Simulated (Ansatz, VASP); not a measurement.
**TiSi2: VASP beside Ansatz**

One calculation is typed for both programs; each brings its own data sets. How far apart do they land? The structure shown is the end of the Ansatz relaxation below.

Program: Ansatz 0.2.0. Level of theory: plane waves, with VASP 6.6.1 beside it; single point at PBEsol. Results are calculated unless marked as measured.

### 1. The structure

Symmetry: Cmcm, No. 63, orthorhombic system. Conventional cell: a = 3.534 Å, b = 13.478 Å, c = 3.573 Å, α = 90.00°, β = 90.00°, γ = 90.00°. Si has 2 Si at 2.40 Å and 6 Ti at 2.58 to 2.81 Å nearest. Si has 4 Si at 2.51 Å and 4 Ti at 2.66 to 2.67 Å nearest. Nearest to Ti lie 10 Si at 2.58 to 2.81 Å. Farther neighbours are not listed.

### 2. Ansatz: relaxation, PBEsol

Ansatz runs on its PAW soft_1 files.

This run makes the geometry at which the two programs are then compared.

Input file input.yaml:

```yaml
crystal:
  lattice:
    - [1.7692948839, -6.7178811391, 0.0]
    - [1.7692948839, 6.7178811391, 0.0]
    - [0.0, 0.0, 3.5799922918]
  atoms:
    - { symbol: Si, position: [0.56003984, 0.43996016, 0.75] }
    - { symbol: Si, position: [0.43996016, 0.56003984, 0.25] }
    - { symbol: Si, position: [0.2496421621, 0.7503578379, 0.75] }
    - { symbol: Si, position: [0.7503578379, 0.2496421621, 0.25] }
    - { symbol: Ti, position: [0.8975314838, 0.1024685162, 0.75] }
    - { symbol: Ti, position: [0.1024685162, 0.8975314838, 0.25] }
kpoints:
  mp_grid: { grid: [12, 12, 12] }
hamiltonian:
  xc: pbesol
  pseudopotentials: { kind: paw, azcp: { folder: soft_1 }, xc_functional: pbe }
scf:
  occupations: { method: methfessel_paxton, width: 0.2 }
output:
  forces: true
  stress: true
  eigenvalues: true
relax:
  adjacent_minimum: "off"
  f_tol: 0.001
  max_steps: 60
  cell: { stress_tol: 0.01, fix: [volume] }
```

On the command line:

```bash
$ ansatz run input.yaml --threads 8 --pin off --max-ram 16384MiB --backend cpu --events-out ev --progress --plain --runs-dir out
```

Numbers of over 12 decimals in the logs are rounded to 6 here.

The program printed:

```text
Engine: ansatz 0.2.0, aarch64-unknown-linux-gnu
Pseudopotentials: kind: paw
Pseudopotential: Si, paw, valence charge 4, recommended cutoff 420 eV (normal), soft_1/Si.paw.azcp
Pseudopotential: Ti, paw, valence charge 12, recommended cutoff 420 eV (normal), soft_1/Ti.paw.azcp
Functional definition: PBEsol
  exchange = pbesol_x
  correlation = pbesol_c
Crystal: 6 atoms, lattice volume = 85.103 Å³
Basis set: ecut = 420 eV, 1661 PW (Γ), exchange–correlation on 96×96×48 points (8 copies of the dense FFT grid, shifted against one another)
Bands: 26, of which v1, the nominal top of the filled ones, is band 20 counted from 1 (19 counted from 0)
Symmetry: 8 space group operations
Space group: Cmcm (ITA 63), of the structure as read, at distance tolerance 4.4e-5 Å
k-points: 301 of 1728
Non-local potential: Si, projectors of the file, l = 0: 2, l = 1: 2, l = 2: 1
Non-local potential: Ti, projectors of the file, l = 0: 3, l = 1: 2, l = 2: 3, l = 3: 1
PAW form: soft (Blöchl's): semilocal exchange-correlation on the pseudo side does not see the compensation charge
PAW frozen core: Si, regenerated for the run's functional, and the local potential with it (the file was generated under x = pbe(κ = 0.804, μ = 0.219515), c = pbe(β = 0.066725))
PAW frozen core: Ti, regenerated for the run's functional, and the local potential with it (the file was generated under x = pbe(κ = 0.804, μ = 0.219515), c = pbe(β = 0.066725))
PAW one-centre angular grid: Si, 110 points (default); XC on 64 Gauss nodes
PAW one-centre angular grid: Ti, 590 points (default); XC on 64 Gauss nodes
Initial density: superposition of atomic densities (chi_scale 0.1, normalization cell, long waves kept (reshape's long-wave potential 0.03 eV rms))
Initial wavefunctions: pseudopotential atomic-orbital guess
Functional: x = pbesol(κ = 0.804, μ = 0.123457), c = pbesol(β = 0.046)
SCF iter   1: F=—  HF=-7438.442986 eV  |F-HF|=—  |Δ(HF+E_count)|=         —  Δρ=3.66e-2  dr2=2.58e0  ethr=3.10e-3  ⟨swp⟩=5.9  Hψ=35203  notcnv=0
preconditioner: auto → Kerker (q_TF=auto, 2.406 Å⁻¹)  [metal: Δε(μ)=0.009 eV  Ē_g=6.346 eV  σ=0.200 eV  W_gap=0.04  n_scr=18 (ndim 8)  ℏωp=19.7 eV  f_vac=0.000  D(μ)=1.73/eV (n_scr^D=10)]
SCF iter   2: F=—  HF=-7438.054259 eV  |F-HF|=—  |Δ(HF+E_count)|=   3.89e-1  S|Δr|=    0.00e0  Δρ=2.28e-2  dr2=1.01e0  ethr=3.10e-3  ⟨swp⟩=1.3  Hψ=10388  notcnv=0  defer=15
SCF iter   3: F=—  HF=-7437.797080 eV  |F-HF|=—  |Δ(HF+E_count)|=   2.57e-1  S|Δr|=    0.00e0  Δρ=2.54e-3  dr2=9.84e-3  ethr=2.53e-3  ⟨swp⟩=2.1  Hψ=12191  notcnv=0  defer=19
SCF iter   4: F=—  HF=-7437.795377 eV  |F-HF|=—  |Δ(HF+E_count)|=   1.70e-3  S|Δr|=    0.00e0  Δρ=1.00e-3  dr2=1.16e-3  ethr=2.46e-5  ⟨swp⟩=2.2  Hψ=12336  notcnv=0  defer=121
SCF iter   5: F=—  HF=-7437.795173 eV  |F-HF|=—  |Δ(HF+E_count)|=   2.04e-4  S|Δr|=    0.00e0  Δρ=2.32e-4  dr2=8.85e-5  ethr=2.89e-6  ⟨swp⟩=2.0  Hψ=9689  notcnv=0  defer=121
SCF iter   6: F=—  HF=-7437.795195 eV  |F-HF|=—  |Δ(HF+E_count)|=   2.11e-5  S|Δr|=    0.00e0  Δρ=4.61e-5  dr2=1.50e-6  ethr=2.21e-7  ⟨swp⟩=2.1  Hψ=10417  notcnv=0  defer=149
SCF iter   7: F=-7437.795194 eV  HF=-7437.795194 eV  |F-HF|=3.16e-8  |Δ(HF+E_count)|=   4.99e-7  S|Δr|=    0.00e0  Δρ=1.00e-5  dr2=4.77e-8  ethr=2.50e-10  ⟨swp⟩=8.3  Hψ=38206  notcnv=0
SCF 1 converged in 7 iterations: F = -7437.795194 eV  dr2 = 4.77e-8
  greatest PAW one-centre occupation: 0.998 electrons in one spin orbital (limit 2), on the Ti atom at site 5 (counted from 0), in its partial waves of l = 0
relax step   1: F+E_penalty+E_count = -7437.79519402 eV  Δ(F+E_penalty+E_count) = +0.000e0 eV  max|allowed force component| = 5.686e-2 eV/Å  Δτ_max = 0.0000 Å  P = -2.836 GPa  Ω = 85.103 Å³  fix = [volume]  reactions: volume -2.836 GPa  (7 SCF iters, dr2 threshold 1.00e-7 eV, accepted)
[...]
relax step   5: F+E_penalty+E_count = -7437.79639916 eV  Δ(F+E_penalty+E_count) = -2.001e-5 eV  max|allowed force component| = 1.081e-3 eV/Å  Δτ_max = 0.0013 Å  P = -2.606 GPa  Ω = 85.103 Å³  energy of the carried Pulay correction = -1.855e-18 eV  fix = [volume]  reactions: volume -2.606 GPa  (8 SCF iters, accepted)
[...]
relax step   6: F+E_penalty+E_count = -7437.79639939 eV  Δ(F+E_penalty+E_count) = -2.257e-7 eV  max|allowed force component| = 5.139e-5 eV/Å  Δτ_max = 0.0001 Å  P = -2.607 GPa  Ω = 85.103 Å³  energy of the carried Pulay correction = +7.420e-18 eV  fix = [volume]  reactions: volume -2.607 GPa  (5 SCF iters, dr2 threshold 7.30e-11 eV, accepted)
[...]
relax step   7: F+E_penalty+E_count = -7437.79639953 eV  Δ(F+E_penalty+E_count) = -1.464e-7 eV  max|allowed force component| = 5.238e-5 eV/Å  Δτ_max = 0.0000 Å  P = -2.607 GPa  Ω = 85.103 Å³  fix = [volume]  reactions: volume -2.607 GPa  stress off target by 5.38e-4 GPa on what of the cell is left free  SCF on the basis re-selected at this cell (its energy is not comparable with the rows above)  (4 SCF iters)
basis re-selected at this cell: Δ(F+E_penalty+E_count) = -1.464e-7 eV, ΔP = -0.000 GPa vs the last step (what re-selecting the basis moved, of the pressure what is left beyond the Pulay correction that the steps carried, after the strain that the cell walked since its last selection, with what the two solves' SCF thresholds leave and, on support functions, any second-order correction that the steps lacked; it is no m [...]
SCF converged after 4 iterations
Stability not checked: this state was not tested for a lower state beside it, because cold or Methfessel-Paxton smearing, or corrected tetrahedra, fill the levels in a way that the test cannot read (fill_not_monotonic; see scf.lower_state_search)
Free energy (F): -7437.796400 eV
Harris-Foulkes:  -7437.796400 eV  (|F-HF|=9.09e-13)
Internal energy: -7437.796480 eV  (E = F + TS)
E sigma→0 (E₀):  -7437.796420 eV
Entropy (-TS):   0.000081 eV (0.013 meV/atom)
Fermi energy:    12.822025 eV
--- Per-component energies (eV) ---
  E_band       = -226.010610
  E_kinetic    = 735.592861
  E_local      = -2178.954342  (includes V_loc(G=0)·N_el)
  E_nonlocal   = 215.320147
  E_hartree    = 923.018949
  E_xc         = -461.327477
  E_vxc        = -490.684829  (∫ρ·V_xc dr)
  E_paw        = -4025.579330  (= ΣΔE_a)
  E_vpaw       = -353.322373  (= ΣTr[D̂ρ^β])
  E_aug_tail   = -0.000014  (compensation charges beyond the density's cutoff)
  E_ewald      = -2646.272286
  E_core_change = 0.405012  (= ΣΔE_core)
  E_smearing   = 0.000081  (= −TS)
  E_closure    = 0.000000  (closes the sum)
  Σ components = -7437.796400   (vs F -7437.796400, Δ=0.00e0)
--- Forces (eV/Å), atoms counted from 1 ---
  atom   1  Si    -0.00000000    -0.00000220    -0.00000000
  atom   2  Si     0.00000000     0.00000220     0.00000000
  atom   3  Si     0.00000000    -0.00005238     0.00000000
  atom   4  Si    -0.00000000     0.00005238    -0.00000000
  atom   5  Ti     0.00000000     0.00000671    -0.00000000
  atom   6  Ti    -0.00000000    -0.00000671     0.00000000
  max |Σ_I F_I| component: 0.00e0 eV/Å
--- Stress (GPa, compression-positive) ---
       -2.607654      -0.000000       0.000000
       -0.000000      -2.607392      -0.000000
        0.000000      -0.000000      -2.606715
  P = ⅓ Tr σ = -2.6073 GPa (-26.073 kbar)
--- Band table (eV; the first three rows and the last of 301) ---
  k-point 0: bands = [... 16 lower, 10.6616, 10.7876, 10.8033, 13.2879, 13.5629, 13.6420, 13.7130, 14.1563, ... 2 higher]
  k-point 1: bands = [... 16 lower, 10.6875, 10.7926, 11.0600, 13.1110, 13.4121, 13.5904, 13.8488, 14.4294, ... 2 higher]
  k-point 2: bands = [... 16 lower, 10.7789, 10.8955, 11.6646, 12.7535, 13.1638, 13.3509, 14.2815, 14.4939, ... 2 higher]
  k-point 300: bands = [... 16 lower, 10.7752, 10.7752, 11.9596, 11.9596, 13.3219, 13.3219, 14.4727, 14.4727, ... 2 higher]
--- Relaxed structure (6 steps of the walk, 5 accepted, 1 SCFs on fresh bases) ---
  F+E_penalty+E_count = -7437.79639953 eV   max|allowed force component| = 5.238e-5 eV/Å   (the final SCF, on the basis selected at the relaxed cell)
  cell:  # Å, volume = 85.1030 Å³
    - [1.767133, -6.739218, 0.0]
    - [1.767133, 6.739218, 0.0]
    - [0.0, 0.0, 3.573024]
  atoms:
    - { symbol: Si, position: [0.559543, 0.440457, 0.75] }
    - { symbol: Si, position: [0.440457, 0.559543, 0.25] }
    - { symbol: Si, position: [0.249709, 0.750291, 0.75] }
    - { symbol: Si, position: [0.750291, 0.249709, 0.25] }
    - { symbol: Ti, position: [0.897111, 0.102889, 0.75] }
    - { symbol: Ti, position: [0.102889, 0.897111, 0.25] }
```

In the SCF lines HF is the Harris–Foulkes energy and dr2 the Hartree energy of the density residual, in eV; the loop may stop once dr2 is under the threshold and the program's other checks hold. Hψ counts applications of the Hamiltonian.

### 3. VASP: single point, PBEsol, pair 1

The same cell, functional, mesh and smearing now go to VASP, with its own data sets.

Lines of VASP's logs that name or quote its potential files are left out, and so is its time.

Input file INCAR:

```
SYSTEM = TiSi2
PREC = Accurate
ENCUT = 500
EDIFF = 1E-06
NELM = 120
ISMEAR = 1
SIGMA = 0.2
LREAL = .FALSE.
ALGO = Normal
GGA = PS
NBANDS = 26
LASPH = .TRUE.
LORBIT = 11
LWAVE = .FALSE.
LCHARG = .FALSE.
ISIF = 2
GGA_COMPAT = .FALSE.
KPAR = 2
```

Input file POSCAR:

```
TiSi2
1.0
    1.7671327850     -6.7392183255      0.0000000000
    1.7671327850      6.7392183255      0.0000000000
    0.0000000000      0.0000000000      3.5730238768
Si Ti
4 2
Direct
    0.5595432305      0.4404567695      0.7500000000
    0.4404567695      0.5595432305      0.2500000000
    0.2497094747      0.7502905253      0.7500000000
    0.7502905253      0.2497094747      0.2500000000
    0.8971109036      0.1028890964      0.7500000000
    0.1028890964      0.8971109036      0.2500000000
```

Input file KPOINTS:

```
Automatic mesh
0
Gamma
12 12 12
0 0 0
```

Potentials, in the order of the species: Si and Ti_sv (PBE family, release 64).

On the command line:

```bash
$ mpirun -np 2 vasp_std
```

The program printed:

```text
[banner, memory and clock lines left out]
running    2 mpi-ranks, on    1 nodes
 distrk:  each k-point on    1 cores,    2 groups
 distr:  one band on    1 cores,    1 groups

 POSCAR found type information on POSCAR SiTi
 POSCAR found :  2 types and       6 ions
|                                                                             |
|               ----> ADVICE to this user running VASP <----                  |
|                                                                             |
|     You enforced a specific xc type in the INCAR file but a different       |
|     [... a line on the potential file left out ...]
|     I HOPE YOU KNOW WHAT YOU ARE DOING!                                     |
|                                                                             |

 LDA part: xc-table for (Slater+PW92), standard interpolation
 POSCAR, INCAR and KPOINTS ok, starting setup
 FFT: planning ... GRIDC
 FFT: planning ... GRID_SOFT
 FFT: planning ... GRID
 WAVECAR not read
 entering main loop
       N       E                     dE             d eps       ncg     rms          rms(c)
DAV:   1     0.378042643740E+03    0.37804E+03   -0.18866E+04 15668   0.159E+03
DAV:   2     0.670146571934E+00   -0.37737E+03   -0.37095E+03 15692   0.456E+02
DAV:   3    -0.442395077822E+02   -0.44910E+02   -0.44220E+02 27260   0.129E+02
DAV:   4    -0.475065011209E+02   -0.32670E+01   -0.32499E+01 21808   0.322E+01
DAV:   5    -0.477116373947E+02   -0.20514E+00   -0.20500E+00 24326   0.694E+00    0.195E+01
DAV:   6    -0.445381136300E+02    0.31735E+01   -0.46195E+01 22240   0.475E+01    0.767E+00
DAV:   7    -0.437917701599E+02    0.74634E+00   -0.11561E+01 21122   0.239E+01    0.562E+00
DAV:   8    -0.436792224522E+02    0.11255E+00   -0.10175E+00 21022   0.747E+00    0.923E-01
DAV:   9    -0.436782398931E+02    0.98256E-03   -0.68470E-02 23954   0.193E+00    0.615E-01
DAV:  10    -0.436788404441E+02   -0.60055E-03   -0.10931E-02 22594   0.830E-01    0.180E-01
DAV:  11    -0.436787490168E+02    0.91427E-04   -0.23172E-03 21802   0.345E-01    0.348E-02
DAV:  12    -0.436787404141E+02    0.86027E-05   -0.25930E-04 21964   0.118E-01    0.112E-02
DAV:  13    -0.436787385679E+02    0.18463E-05   -0.13143E-05 21302   0.320E-02    0.307E-03
DAV:  14    -0.436787385933E+02   -0.25474E-07   -0.28361E-06 16434   0.124E-02
   1 F= -.43678739E+02 E0= -.43678761E+02  d E =0.683853E-04
```

OUTCAR, selected parts (step 3):

```text
ion  position               nearest neighbor table
   1  0.560  0.440  0.750-   2 2.40   2 2.40   6 2.58   6 2.58   6 2.58   6 2.58   5 2.81   5 2.81
                             3 3.11   3 3.11   4 3.13   4 3.13
   2  0.440  0.560  0.250-   1 2.40   1 2.40   5 2.58   5 2.58   5 2.58   5 2.58   6 2.81   6 2.81
                             4 3.11   4 3.11   3 3.13   3 3.13
   3  0.250  0.750  0.750-   4 2.51   4 2.51   4 2.51   4 2.51   5 2.66   5 2.66   6 2.67   6 2.67
                             1 3.11   1 3.11   2 3.13   2 3.13
   4  0.750  0.250  0.250-   3 2.51   3 2.51   3 2.51   3 2.51   6 2.66   6 2.66   5 2.67   5 2.67
                             2 3.11   2 3.11   1 3.13   1 3.13
   5  0.897  0.103  0.750-   2 2.58   2 2.58   2 2.58   2 2.58   3 2.66   3 2.66   4 2.67   4 2.67
                             1 2.81   1 2.81
   6  0.103  0.897  0.250-   1 2.58   1 2.58   1 2.58   1 2.58   4 2.66   4 2.66   3 2.67   3 2.67
                             2 2.81   2 2.81

  LATTYP: Found a base centered orthorhombic cell.
 ALAT       =     3.5342655700
 B/A-ratio  =     3.8136456879
 C/A-ratio  =     1.0109664387

 Subroutine GETGRP returns: Found  8 space group operations
 (whereof  4 operations were pure point group operations)

The static configuration has the point symmetry C_2h.
 The point group associated with its full space group is D_2h.

 Found    301 irreducible k-points:

   k-points           NKPTS =    301   k-points in BZ     NKDIM =    301   number of bands    NBANDS=     26

   dimension x,y,z NGX =    54 NGY =   54 NGZ =   28
   dimension x,y,z NGXF=   108 NGYF=  108 NGZF=   56

   ENCUT  =  500.0 eV  36.75 Ry    6.06 a.u.  12.70 12.70  6.51*2*pi/ulx,y,z

   NELECT =      40.0000    total number of electrons

 k-points in reciprocal lattice and weights: Automatic mesh
   0.00000000  0.00000000  0.00000000       0.001
   0.08333333  0.00000000  0.00000000       0.002
   0.16666667  0.00000000  0.00000000       0.002
   0.25000000  0.00000000  0.00000000       0.002
   0.33333333  0.00000000  0.00000000       0.002
   0.41666667  0.00000000  0.00000000       0.002
   0.50000000  0.00000000  0.00000000       0.001
   0.08333333  0.08333333  0.00000000       0.001
   0.16666667  0.08333333  0.00000000       0.002
[...]
-0.41666667  0.41666667  0.50000000       0.001
   0.50000000  0.50000000  0.50000000       0.001

 average (electrostatic) potential at core
       1 -78.9021       2 -78.9021       3 -78.9868       4 -78.9868       5 -70.0742
       6 -70.0742

 E-fermi :  10.4559

 k-point     1 :       0.0000    0.0000    0.0000
  band No.  band energies     occupation
    ...
     15       7.9308      2.00000
     16       7.9560      2.00000
     17       8.2983      2.00000
     18       8.4275      2.00000
     19       8.4450      2.00000
     20      10.9185     -0.00513
     21      11.2047     -0.00000
     22      11.2720     -0.00000
     23      11.3442     -0.00000
     24      11.7888     -0.00000
    ...

 k-point     2 :       0.0833    0.0000    0.0000
  band No.  band energies     occupation
    ...
     15       7.6362      2.00000
     16       7.9074      2.00000
     17       8.1031      2.00000
     18       8.7327      2.00000
     19       8.7471      2.00000
     20      10.9249     -0.00450
     21      11.0062     -0.00070
     22      11.2851     -0.00000
     23      11.3708     -0.00000
     24      11.6846     -0.00000
    ...

 k-point     3 :       0.1667    0.0000    0.0000
  band No.  band energies     occupation
    ...
     16       7.8333      2.00000
     17       7.9977      2.00000
     18       8.9488      2.00000
     19       9.1158      2.00000
     20      10.3971      1.47493
     21      11.0750     -0.00011
     22      11.3136     -0.00000
     23      11.4716     -0.00000
     24      11.5427     -0.00000
     25      12.0590     -0.00000
    ...

  Total       -1.3043029     -1.3292359     -1.2896974      0.0000000      0.0000000      0.0000000
  in kB      -24.5552529    -25.0246501    -24.2802858      0.0000000      0.0000000      0.0000000
  external PRESSURE =     -24.6200630 kB  Pullay stress =       0.0000000 kB

  energy-cutoff  :      500.00
  volume of cell :       85.10
      direct lattice vectors                 reciprocal lattice vectors
     1.767132785 -6.739218326  0.000000000     0.282944216 -0.074192581  0.000000000
     1.767132785  6.739218326  0.000000000     0.282944216  0.074192581  0.000000000
     0.000000000  0.000000000  3.573023877     0.000000000  0.000000000  0.279874984

 POSITION                                       TOTAL-FORCE (eV/Angst)
 -----------------------------------------------------------------------------------
      1.76713     -0.80255      2.67977         0.000000      0.000048     -0.000000
      1.76713      0.80255      0.89326         0.000000     -0.000048      0.000000
      1.76713      3.37352      2.67977         0.000000     -0.000002      0.000000
      1.76713     -3.37352      0.89326         0.000000      0.000002      0.000000
      1.76713     -5.35243      2.67977         0.000000     -0.001559     -0.000000
      1.76713      5.35243      0.89326         0.000000      0.001559      0.000000
 -----------------------------------------------------------------------------------
    total drift:                                0.000000     -0.000000     -0.000000

  FREE ENERGIE OF THE ION-ELECTRON SYSTEM (eV)
  ---------------------------------------------------
  free  energy   TOTEN  =       -43.6787385933 eV

  energy  without entropy=      -43.6788069787  energy(sigma->0) =      -43.67876139

 total charge
# of ion       s       p       d       tot
------------------------------------------
    1        0.770   0.909   0.000   1.680
    2        0.770   0.909   0.000   1.680
    3        0.748   0.884   0.000   1.632
    4        0.748   0.884   0.000   1.632
    5        2.164   6.143   2.108  10.415
    6        2.164   6.143   2.108  10.415
--------------------------------------------------
tot          7.366  15.872   4.216  27.454

[... 3 further parts left out ...]
```

The run ends at a pressure of -2.46 GPa, with forces up to 0.0016 eV/Å.

### 4. Side by side

Known differences besides the potentials themselves: the cutoff is 420 eV in Ansatz and 500 eV in VASP; Ansatz makes its cores anew for this functional, VASP keeps those of its PBE data sets; Ansatz's pressure holds a Pulay correction, VASP's none. Total energies have different zeros and are not compared.

Both answers:

```tsv
quantity	Ansatz	VASP	difference
pressure (GPa)	-2.61	-2.46	-0.15
```

[end of part 1 of 2]

[Lines on the potential files, build, host, timing and source positions are cut from VASP's logs without a mark.]

[Logs are printed without paths, hosts, clocks, repeated set-up lines and the standing remarks that a program may print on its own settings, such as how far it seeks lower states.]

[Hosts, paths, dates, database ids (printed as entryN), source tags and the programs' standing remarks are cut or masked in the printed files.]
